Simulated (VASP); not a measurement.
Output of a VASP run:

### OSZICAR
```
...
DAV:   6    -0.353577128309E+02    0.42249E-03   -0.14765E-03  2888   0.314E-01    0.219E-01
DAV:   7    -0.353578986113E+02   -0.18578E-03   -0.34352E-04  4064   0.477E-01    0.212E-01
DAV:   8    -0.353573843789E+02    0.51423E-03   -0.28232E-03  3014   0.130E+00    0.970E-02
DAV:   9    -0.353573881854E+02   -0.38065E-05   -0.85020E-04  2827   0.482E-01    0.593E-02
DAV:  10    -0.353573428890E+02    0.45296E-04   -0.11657E-04  3863   0.275E-01    0.210E-02
DAV:  11    -0.353573444767E+02   -0.15877E-05   -0.63449E-05  3168   0.965E-02    0.138E-02
DAV:  12    -0.353573426908E+02    0.17859E-05   -0.11711E-05  2511   0.210E-02    0.919E-03
DAV:  13    -0.353573428281E+02   -0.13729E-06   -0.62926E-07  1384   0.218E-02
   3 F= -.35357343E+02 E0= -.35357343E+02  d E =-.368721E+00
       N       E                     dE             d eps       ncg     rms          rms(c)
DAV:   1    -0.353594071324E+02   -0.20644E-02   -0.29009E-02  2937   0.249E+00    0.323E-01
DAV:   2    -0.353576448629E+02    0.17623E-02   -0.66598E-03  2970   0.132E+00    0.120E-01
DAV:   3    -0.353574920334E+02    0.15283E-03   -0.11674E-04  3137   0.218E-01    0.671E-02
DAV:   4    -0.353574336612E+02    0.58372E-04   -0.65103E-05  3841   0.109E-01    0.617E-03
DAV:   5    -0.353574351343E+02   -0.14731E-05   -0.20837E-05  2520   0.326E-02    0.522E-03
DAV:   6    -0.353574346018E+02    0.53249E-06   -0.39851E-06  2035   0.149E-02
   4 F= -.35357435E+02 E0= -.35357435E+02  d E =-.368813E+00
       N       E                     dE             d eps       ncg     rms          rms(c)
DAV:   1    -0.353580862246E+02   -0.65109E-03   -0.10912E-01  2408   0.192E+00    0.147E-01
DAV:   2    -0.353580397347E+02    0.46490E-04   -0.25146E-03  2833   0.456E-01    0.894E-02
DAV:   3    -0.353579016846E+02    0.13805E-03   -0.12044E-04  3141   0.121E-01    0.296E-02
DAV:   4    -0.353578935890E+02    0.80956E-05   -0.60647E-05  2767   0.561E-02    0.718E-03
DAV:   5    -0.353578940053E+02   -0.41634E-06   -0.11566E-05  2642   0.287E-02    0.356E-03
DAV:   6    -0.353578938815E+02    0.12381E-06   -0.43990E-07  1405   0.845E-03
   5 F= -.35357894E+02 E0= -.35357894E+02  d E =-.459280E-03
       N       E                     dE             d eps       ncg     rms          rms(c)
DAV:   1    -0.353584293242E+02   -0.53532E-03   -0.18185E-01  2408   0.248E+00    0.190E-01
DAV:   2    -0.353583509254E+02    0.78399E-04   -0.41800E-03  2833   0.591E-01    0.115E-01
DAV:   3    -0.353581215131E+02    0.22941E-03   -0.20421E-04  3133   0.158E-01    0.384E-02
DAV:   4    -0.353581081405E+02    0.13373E-04   -0.10040E-04  2807   0.730E-02    0.910E-03
DAV:   5    -0.353581087631E+02   -0.62256E-06   -0.18636E-05  2653   0.384E-02    0.528E-03
DAV:   6    -0.353581087067E+02    0.56385E-07   -0.85421E-07  1405   0.183E-02
   6 F= -.35358109E+02 E0= -.35358109E+02  d E =-.674105E-03
       N       E                     dE             d eps       ncg     rms          rms(c)
DAV:   1    -0.353584568127E+02   -0.34805E-03   -0.67741E-02  2408   0.182E+00    0.159E-01
DAV:   2    -0.353582678699E+02    0.18894E-03   -0.33762E-03  2961   0.626E-01    0.643E-02
DAV:   3    -0.353582356954E+02    0.32174E-04   -0.77809E-05  3378   0.125E-01    0.402E-02
DAV:   4    -0.353582207083E+02    0.14987E-04   -0.50389E-05  2782   0.662E-02    0.769E-03
DAV:   5    -0.353582206510E+02    0.57245E-07   -0.86968E-06  2568   0.485E-02
   7 F= -.35358221E+02 E0= -.35358221E+02  d E =-.111944E-03
```

OUTCAR:
```
------------------------ aborting loop because EDIFF is reached ----------------------------------------
  FORCE on cell =-STRESS in cart. coord.  units (eV):
  Direction    XX          YY          ZZ          XY          YZ          ZX
  --------------------------------------------------------------------------------------
  Total        0.0276212      0.0276212     -0.0617662     -0.0000000      0.0000000      0.0000000
  in kB        0.4693951      0.4693952     -1.0496561     -0.0000001      0.0000000      0.0000000
  external PRESSURE =      -0.0369553 kB  Pullay stress =       0.0000000 kB
  volume of cell :       94.28
      direct lattice vectors                 reciprocal lattice vectors
     3.219969379 -0.000000016 -0.000000000     0.310561960  0.179303061 -0.000000000
    -1.609985218  2.788575740 -0.000000000     0.000000002  0.358606004 -0.000000000
     0.000000000  0.000000000 10.499776668     0.000000000  0.000000000  0.095240121
  FREE ENERGIE OF THE ION-ELECTRON SYSTEM (eV)
  ---------------------------------------------------
  free  energy   TOTEN  =       -35.3582206510 eV

  energy  without entropy=      -35.3582206501  energy(sigma->0) =      -35.35822065

 reached required accuracy - stopping structural energy minimisation
```
(Selected blocks of OUTCAR.)

POSCAR:
```
ZnO
1
    3.1317610000     0.0000000000     0.0000000000
   -1.5658810000     2.7121850000     0.0000000000
    0.0000000000     0.0000000000    10.2525840000
Zn O
4 4
Direct
  0.0000000000   0.0000000000   0.0000000000
  0.0000000000   0.0000000000   0.5000000000
  0.6666670000   0.3333330000   0.7501800000
  0.3333330000   0.6666670000   0.2501800000
  0.0000000000   0.0000000000   0.8121600000
  0.0000000000   0.0000000000   0.3121600000
  0.6666670000   0.3333330000   0.5632900000
  0.3333330000   0.6666670000   0.0632900000
```

### Question
Reconstruct the remaining input files.

### Answer
Several could match; the one computed here: the input of the run itself, PBE GGA, plane waves, VASP's PBE PAW potentials (set 64).

File KPOINTS:
```
Automatic mesh
0
Gamma
10 10 3
0 0 0
```

**INCAR**
```
ALGO = Normal
EDIFF = 1E-6
EDIFFG = -0.01
ENCUT = 400
GGA = PE
IBRION = 2
ISIF = 3
ISMEAR = 0
LASPH = .True.
LCHARG = .False.
LMAXMIX = 4
LREAL = .False.
LWAVE = .False.
NELM = 100
NSW = 50
PREC = Accurate
SIGMA = 0.1
SYSTEM = ZnO
```

POTCAR, in this order: Zn O (PBE.64 set). Program: vasp_std.

At this cut-off the stress carries a Pulay error, which pulls relaxed volumes low. Energy and stress use the plane-wave basis of the starting cell.

The structure was generated: ZnO was put into an ordered model structure, which need not be its known phase. This run relaxes it. Symmetry was kept, so distortions that lower it aren't found. The run is one of a series of settings (EDIFFG = -0.01, IBRION = 2, ISIF = 3, NSW = 50 against the base run), some of them coarse on purpose.
